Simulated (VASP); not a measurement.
A run of VASP 6.6.1 is set up as follows.

INCAR

```
PREC     = Accurate       # precision mode
ENCUT    = 520            # plane-wave cutoff, eV
EDIFF    = 1E-6           # SCF threshold, eV
ISMEAR   = 1              # smearing method
SIGMA    = 0.15           # smearing width, eV
LREAL    = Auto         
LASPH    = T              # aspherical terms in the spheres
NELM     = 100            # most SCF steps
ALGO     = Normal         # electronic algorithm
ISIF     = 2              # what is computed and relaxed
LWAVE    = F              # write WAVECAR
LCHARG   = F              # write CHGCAR
GGA      = PE             # functional
NBANDS   = 40             # bands
```

The input KPOINTS:

```
Automatic mesh
0
Gamma
  3 3 3
```

Contents of POSCAR:

```
ZnH8N4Cl2
1.0
    5.4701520000     -0.3018890000      0.1775760000
    0.4627160000      5.9238510000     -0.0273890000
    1.3310500000     -0.6102750000      5.0283150000
H Cl N Zn
8 2 4 1
Direct
    0.0454864232      0.8985129112      0.4914075735
    0.8015454008      0.2197111297      0.2357416833
    0.7583677333      0.9190576420      0.9286447172
    0.4772786402      0.0222181190      0.1053421077
    0.5004363598      0.2250299710      0.3883213082
    0.2003756309      0.0791644563      0.3227483426
    0.3898152663      0.4603614685      0.5262263809
    0.3509397194      0.6917345177      0.3074390616
    0.7268410999      0.8509512289      0.3375117048
    0.0536436253      0.4732174022      0.3331857950
    0.4174345812      0.6951788894      0.9281311715
    0.0568036553      0.7015609093      0.7876119706
    0.6331675161      0.3530762919      0.6820843666
    0.5583843322      0.4155051280      0.1329882105
    0.0889216282      0.2138053495      0.7949491167
```

Potentials or basis: VASP PAW PBE potentials, release 64 (H, Cl, N, Zn).

The run is started by

```bash
$ cat potpaw_PBE.64/H/POTCAR potpaw_PBE.64/Cl/POTCAR potpaw_PBE.64/N/POTCAR potpaw_PBE.64/Zn/POTCAR > POTCAR
$ mpirun -np 1 vasp_std > vasp.out
```

(1) Estimate the largest force.

(2) What does it give for the band gap on the k mesh?

(3) Predict the pressure.

Results:

(1) 2.681 eV/Å.

(2) none (metal or under the smearing width).

(3) -16.1 GPa.

Caveat: the k mesh is coarse (spacing up to 0.42 Å⁻¹), so the values aren't converged; so large a pressure means that the cell lies far from this level's equilibrium, or that cutoff or potentials fall short.
